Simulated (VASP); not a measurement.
The system is Ba2ScNbO6.

```
Ba Sc Nb O
1.0
     0.00000    4.14417    4.14417
     4.14417    0.00000    4.14417
     4.14417    4.14417    0.00000
Ba Sc Nb O
2 1 1 6
Direct
  0.25000 0.25000 0.25000
  0.75000 0.75000 0.75000
  0.50000 0.50000 0.50000
  0.00000 0.00000 0.00000
  0.75618 0.24382 0.24382
  0.24382 0.75618 0.75618
  0.24382 0.75618 0.24382
  0.75618 0.24382 0.75618
  0.24382 0.24382 0.75618
  0.75618 0.75618 0.24382
```

The cell comes from a database or a generator and needn't be the stable form of this composition.

- Program: VASP 6.6.1
- Task: relaxation of cell and atoms
- Functional: PBEsol
- Potentials or basis: VASP PAW PBE potentials, release 64 (Ba_sv, Sc_sv, Nb_sv, O)
- Cutoff: 600 eV
- k mesh: 6 × 6 × 6
- Occupations: gaussian, width 0.03 eV
- Spin: no spin polarisation

At the start: pressure -4.8 GPa; volume 14.23 Å³/atom.

Task: Where does the relaxation end?

Result: Over 6 steps the energy falls by 7.2 meV/atom and the volume is 13.82 Å³/atom (-2.9 %); space group Fm-3m (No. 225, to 0.05 Å).

Step by step:
| step | energy change (eV) | largest force (eV/Å) | pressure (GPa) | volume (Å³) |
| --- | --- | --- | --- | --- |
| 1 | 0.0000 | 0.4102 | -4.82 | 142.35 |
| 2 | 0.0511 | 0.7571 | 6.84 | 133.70 |
| 3 | -0.0712 | 0.0510 | -0.19 | 138.49 |
| 4 | -0.0712 | 0.0612 | -0.07 | 138.41 |
| 5 | -0.0715 | 0.0143 | 0.08 | 138.19 |
| 6 | -0.0715 | 0.0042 | 0.06 | 138.24 |

Final structure:
```
Ba Sc Nb O
1.0
     0.00000    4.10397    4.10397
     4.10397    0.00000    4.10397
     4.10397    4.10397    0.00000
Ba Sc Nb O
2 1 1 6
Direct
  0.25000 0.25000 0.25000
  0.75000 0.75000 0.75000
  0.50000 0.50000 0.50000
  0.00000 0.00000 0.00000
  0.75701 0.24299 0.24299
  0.24299 0.75701 0.75701
  0.24299 0.75701 0.24299
  0.75701 0.24299 0.75701
  0.24299 0.24299 0.75701
  0.75701 0.75701 0.24299
```

Caveat: the PAW data sets were made with another functional, which shifts forces and pressure a little.
